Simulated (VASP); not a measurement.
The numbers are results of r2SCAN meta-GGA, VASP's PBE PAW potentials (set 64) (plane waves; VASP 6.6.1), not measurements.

Input for VASP

**POSCAR**
```
BaTe(110) slab
1
    5.0110784226    -0.0000000000    -0.0000000000
   -0.0000000000     7.0867357378     0.0000000000
    0.0000000000     0.0000000000    25.2080201528
Ba Te
4 4
Direct
  0.0000000000   0.0000000000   0.3561105955
  0.5000000000   0.5000000000   0.4464358179
  0.0000000000   0.0000000000   0.5535641821
  0.5000000000   0.5000000000   0.6438894045
  0.5000000000   0.0000000000   0.4459026737
  0.0000000000   0.5000000000   0.3516872066
  0.5000000000   0.0000000000   0.6483127934
  0.0000000000   0.5000000000   0.5540973263
```

**KPOINTS**
```
Regular mesh
0
Gamma
4 3 1
```

**INCAR**
```
! general
SYSTEM =BaTe(110) slab
PREC   =Normal
ENCUT  =400   ! plane-wave cut-off (eV)
LREAL  =F   ! projection in real space or not
LASPH  =T   ! aspherical one-centre terms

! electronic loop
EDIFF  =1E-5
NELM   =100   ! most electronic steps
NELMIN =4
ALGO   =Normal
LMAXMIX=4
LMIXTAU=T

! smearing
ISMEAR =0   ! Gaussian
SIGMA  =0.05   ! width (eV)

! functional
METAGGA=R2SCAN

! ions
IBRION =2
NSW    =120
ISIF   =2   ! forces and stress, cell fixed
EDIFFG =-0.03   ! ionic stop

! output
LWAVE  =T
LCHARG =F

! other
LDIPOL =T
IDIPOL =3
DIPOL  =0.5 0.5 0.5
```

POTCAR, in this order: Ba_sv Te (PBE.64 set). Program: vasp_std.

The resulting files:

OSZICAR:
```
...
   2 F= -.22165538E+03 E0= -.22165538E+03  d E =0.194702E-02
       N       E                     dE             d eps       ncg     rms          rms(c)
DAV:   1    -0.221649879169E+03    0.54987E-02   -0.16808E+00   456   0.429E+00    0.559E-01
DAV:   2    -0.221660020403E+03   -0.10141E-01   -0.61690E-02   470   0.992E-01    0.231E-01
DAV:   3    -0.221661702579E+03   -0.16822E-02   -0.35440E-03   570   0.261E-01    0.167E-01
DAV:   4    -0.221661577143E+03    0.12544E-03   -0.21597E-03   464   0.234E-01    0.749E-02
DAV:   5    -0.221661821902E+03   -0.24476E-03   -0.74682E-04   472   0.151E-01    0.237E-02
DAV:   6    -0.221661894066E+03   -0.72164E-04   -0.30674E-04   536   0.127E-01    0.170E-02
DAV:   7    -0.221661708749E+03    0.18532E-03   -0.13565E-04   456   0.847E-02    0.781E-03
DAV:   8    -0.221661823281E+03   -0.11453E-03   -0.17812E-04   456   0.935E-02    0.405E-03
DAV:   9    -0.221661874390E+03   -0.51109E-04   -0.10826E-04   408   0.733E-02    0.248E-03
DAV:  10    -0.221661920646E+03   -0.46257E-04   -0.16925E-05   324   0.272E-02    0.191E-03
DAV:  11    -0.221661948208E+03   -0.27562E-04   -0.31746E-05   360   0.391E-02    0.161E-03
DAV:  12    -0.221661983926E+03   -0.35718E-04   -0.72059E-05   392   0.546E-02    0.696E-04
DAV:  13    -0.221662022940E+03   -0.39013E-04   -0.12910E-05   312   0.242E-02    0.539E-04
DAV:  14    -0.221662051914E+03   -0.28974E-04   -0.39804E-05   360   0.384E-02    0.337E-04
DAV:  15    -0.221662068172E+03   -0.16258E-04   -0.79555E-06   296   0.176E-02    0.208E-04
DAV:  16    -0.221662083101E+03   -0.14929E-04   -0.10902E-05   312   0.198E-02    0.206E-04
DAV:  17    -0.221662087147E+03   -0.40463E-05   -0.23152E-06   288   0.992E-03
   3 F= -.22166209E+03 E0= -.22166209E+03  d E =-.475989E-02
       N       E                     dE             d eps       ncg     rms          rms(c)
DAV:   1    -0.221661233029E+03    0.85007E-03   -0.17568E-01   456   0.139E+00    0.181E-01
DAV:   2    -0.221662163125E+03   -0.93010E-03   -0.63929E-03   494   0.317E-01    0.746E-02
DAV:   3    -0.221662419479E+03   -0.25635E-03   -0.36922E-04   556   0.853E-02    0.535E-02
DAV:   4    -0.221662319634E+03    0.99844E-04   -0.26537E-04   424   0.738E-02    0.242E-02
DAV:   5    -0.221662385224E+03   -0.65590E-04   -0.12624E-04   416   0.658E-02    0.728E-03
DAV:   6    -0.221662391437E+03   -0.62131E-05   -0.81327E-05   392   0.632E-02
   4 F= -.22166239E+03 E0= -.22166239E+03  d E =-.506418E-02
       N       E                     dE             d eps       ncg     rms          rms(c)
DAV:   1    -0.221658736066E+03    0.36492E-02   -0.62004E-01   456   0.276E+00    0.239E-01
DAV:   2    -0.221662595166E+03   -0.38591E-02   -0.23584E-02   456   0.692E-01    0.109E-01
DAV:   3    -0.221664013842E+03   -0.14187E-02   -0.13548E-03   504   0.190E-01    0.720E-02
DAV:   4    -0.221665017475E+03   -0.10036E-02   -0.98795E-04   456   0.161E-01    0.321E-02
DAV:   5    -0.221665564355E+03   -0.54688E-03   -0.41231E-04   456   0.114E-01    0.103E-02
DAV:   6    -0.221665682527E+03   -0.11817E-03   -0.21444E-04   456   0.729E-02    0.858E-03
DAV:   7    -0.221665826809E+03   -0.14428E-03   -0.34111E-05   406   0.291E-02    0.472E-03
DAV:   8    -0.221665916735E+03   -0.89926E-04   -0.43995E-05   360   0.334E-02    0.215E-03
DAV:   9    -0.221665917250E+03   -0.51484E-06   -0.18664E-05   336   0.233E-02
   5 F= -.22166592E+03 E0= -.22166592E+03  d E =-.352581E-02
       N       E                     dE             d eps       ncg     rms          rms(c)
DAV:   1    -0.221607238942E+03    0.58678E-01   -0.56018E+00   462   0.830E+00    0.712E-01
DAV:   2    -0.221654519662E+03   -0.47281E-01   -0.20557E-01   464   0.203E+00    0.326E-01
DAV:   3    -0.221663891443E+03   -0.93718E-02   -0.10254E-02   556   0.518E-01    0.213E-01
DAV:   4    -0.221667817669E+03   -0.39262E-02   -0.50752E-03   456   0.390E-01    0.972E-02
DAV:   5    -0.221670856114E+03   -0.30384E-02   -0.30968E-03   456   0.319E-01    0.283E-02
DAV:   6    -0.221670259582E+03    0.59653E-03   -0.29527E-03   456   0.281E-01    0.248E-02
DAV:   7    -0.221671446673E+03   -0.11871E-02   -0.61691E-04   456   0.163E-01    0.131E-02
DAV:   8    -0.221672571160E+03   -0.11245E-02   -0.76346E-04   456   0.145E-01    0.574E-03
DAV:   9    -0.221672560822E+03    0.10338E-04   -0.12628E-04   456   0.621E-02    0.482E-03
DAV:  10    -0.221672759452E+03   -0.19863E-03   -0.11640E-04   456   0.592E-02    0.292E-03
DAV:  11    -0.221672861435E+03   -0.10198E-03   -0.30938E-05   426   0.335E-02    0.210E-03
DAV:  12    -0.221672772362E+03    0.89073E-04   -0.70284E-05   408   0.497E-02    0.258E-03
DAV:  13    -0.221672926696E+03   -0.15433E-03   -0.71638E-05   392   0.435E-02    0.117E-03
DAV:  14    -0.221672941090E+03   -0.14395E-04   -0.60690E-06   338   0.163E-02    0.775E-04
DAV:  15    -0.221672948028E+03   -0.69379E-05   -0.37134E-06   276   0.109E-02
   6 F= -.22167295E+03 E0= -.22167295E+03  d E =-.105566E-01
       N       E                     dE             d eps       ncg     rms          rms(c)
DAV:   1    -0.221439438961E+03    0.23350E+00   -0.22572E+01   462   0.167E+01    0.142E+00
DAV:   2    -0.221610919900E+03   -0.17148E+00   -0.82091E-01   464   0.406E+00    0.639E-01
DAV:   3    -0.221644758223E+03   -0.33838E-01   -0.39091E-02   600   0.103E+00    0.425E-01
DAV:   4    -0.221655726236E+03   -0.10968E-01   -0.16377E-02   462   0.726E-01    0.187E-01
DAV:   5    -0.221659117192E+03   -0.33910E-02   -0.17521E-02   456   0.737E-01    0.511E-02
DAV:   6    -0.221665860357E+03   -0.67432E-02   -0.13942E-02   456   0.587E-01    0.483E-02
DAV:   7    -0.221667149625E+03   -0.12893E-02   -0.98297E-04   468   0.201E-01    0.293E-02
DAV:   8    -0.221668949613E+03   -0.18000E-02   -0.16024E-03   456   0.227E-01    0.130E-02
DAV:   9    -0.221668923365E+03    0.26248E-04   -0.55344E-04   456   0.140E-01    0.881E-03
DAV:  10    -0.221669579983E+03   -0.65662E-03   -0.53231E-04   456   0.125E-01    0.610E-03
DAV:  11    -0.221669941945E+03   -0.36196E-03   -0.13011E-04   510   0.723E-02    0.395E-03
DAV:  12    -0.221669943474E+03   -0.15295E-05   -0.15600E-04   468   0.712E-02    0.488E-03
DAV:  13    -0.221670129944E+03   -0.18647E-03   -0.96179E-05   372   0.478E-02    0.320E-03
DAV:  14    -0.221670240022E+03   -0.11008E-03   -0.39617E-05   414   0.341E-02    0.148E-03
DAV:  15    -0.221670257965E+03   -0.17944E-04   -0.79638E-06   326   0.179E-02    0.123E-03
DAV:  16    -0.221670266818E+03   -0.88534E-05   -0.96005E-06   346   0.186E-02
   7 F= -.22167027E+03 E0= -.22167027E+03  d E =-.787538E-02
       N       E                     dE             d eps       ncg     rms          rms(c)
DAV:   1    -0.221623414102E+03    0.46844E-01   -0.85590E+00   456   0.103E+01    0.932E-01
DAV:   2    -0.221680642874E+03   -0.57229E-01   -0.30356E-01   486   0.255E+00    0.428E-01
DAV:   3    -0.221685180321E+03   -0.45374E-02   -0.29912E-02   468   0.109E+00    0.285E-01
DAV:   4    -0.221663689352E+03    0.21491E-01   -0.18975E-02   456   0.755E-01    0.120E-01
DAV:   5    -0.221675399261E+03   -0.11710E-01   -0.10969E-02   456   0.656E-01    0.420E-02
DAV:   6    -0.221675068598E+03    0.33066E-03   -0.21270E-03   456   0.257E-01    0.289E-02
DAV:   7    -0.221674819068E+03    0.24953E-03   -0.53892E-04   468   0.132E-01    0.169E-02
DAV:   8    -0.221674411040E+03    0.40803E-03   -0.71094E-04   468   0.157E-01    0.905E-03
DAV:   9    -0.221674435407E+03   -0.24367E-04   -0.34954E-04   468   0.110E-01    0.765E-03
DAV:  10    -0.221674456280E+03   -0.20874E-04   -0.12940E-04   420   0.638E-02    0.384E-03
DAV:  11    -0.221674567455E+03   -0.11117E-03   -0.49114E-05   452   0.423E-02    0.266E-03
DAV:  12    -0.221674544395E+03    0.23060E-04   -0.82647E-05   404   0.518E-02    0.228E-03
DAV:  13    -0.221674598447E+03   -0.54052E-04   -0.50033E-05   434   0.432E-02    0.131E-03
DAV:  14    -0.221674604401E+03   -0.59538E-05   -0.18072E-05   332   0.276E-02
   8 F= -.22167460E+03 E0= -.22167460E+03  d E =-.122130E-01
```

OUTCAR:
```
------------------------ aborting loop because EDIFF is reached ----------------------------------------
  FORCE on cell =-STRESS in cart. coord.  units (eV):
  Direction    XX          YY          ZZ          XY          YZ          ZX
  --------------------------------------------------------------------------------------
  Total        2.3715035     -4.8027082      0.0506345      0.0000000      0.0000000      0.0000000
  in kB        4.2444183     -8.5956873      0.0906236      0.0000000      0.0000000      0.0000000
  external PRESSURE =      -1.4202152 kB  Pullay stress =       0.0000000 kB
  volume of cell :      895.19
      direct lattice vectors                 reciprocal lattice vectors
     5.011078423  0.000000000  0.000000000     0.199557843  0.000000000  0.000000000
     0.000000000  7.086735738  0.000000000     0.000000000  0.141108691  0.000000000
     0.000000000  0.000000000 25.208020153     0.000000000  0.000000000  0.039669914
 POSITION                                       TOTAL-FORCE (eV/Angst)
 -----------------------------------------------------------------------------------
      0.00000      0.00000      9.05716         0.000000      0.000000     -0.000849
      2.50554      3.54337     11.20019         0.000000      0.000000      0.029906
      0.00000      0.00000     14.00783         0.000000      0.000000     -0.029906
      2.50554      3.54337     16.15086         0.000000      0.000000      0.000849
      2.50554      0.00000     11.33408         0.000000      0.000000      0.012470
      0.00000      3.54337      8.86429         0.000000      0.000000     -0.025094
      2.50554      0.00000     16.34373         0.000000      0.000000      0.025094
      0.00000      3.54337     13.87394         0.000000      0.000000     -0.012470
 -----------------------------------------------------------------------------------
    total drift:                                0.000000      0.000000      0.000000
  FREE ENERGIE OF THE ION-ELECTRON SYSTEM (eV)
  ---------------------------------------------------
  free  energy   TOTEN  =      -221.6746044008 eV

  energy  without entropy=     -221.6746044008  energy(sigma->0) =     -221.67460440

 reached required accuracy - stopping structural energy minimisation
```
(Selected blocks of OUTCAR.)

### CONTCAR
```
BaTe(110) slab
   1.00000000000000
     5.0110784225999998    0.0000000000000000    0.0000000000000000
     0.0000000000000000    7.0867357377999998    0.0000000000000000
     0.0000000000000000    0.0000000000000000   25.2080201527999996
  Ba              Te
     4     4
Direct
     0.0000000000000000    0.0000000000000000    0.3592966100833860
     0.5000000000000000    0.5000000000000000    0.4443106067002601
     0.0000000000000000    0.0000000000000000    0.5556893932997399
     0.5000000000000000    0.5000000000000000    0.6407033899166139
     0.5000000000000000    0.0000000000000000    0.4496220752202976
     0.0000000000000000    0.5000000000000000    0.3516458185413432
     0.5000000000000000    0.0000000000000000    0.6483541814586565
     0.0000000000000000    0.5000000000000000    0.5503779247797025
```

The cell is a thin slab with vacuum, built from BaTe (rock salt): (110) face.
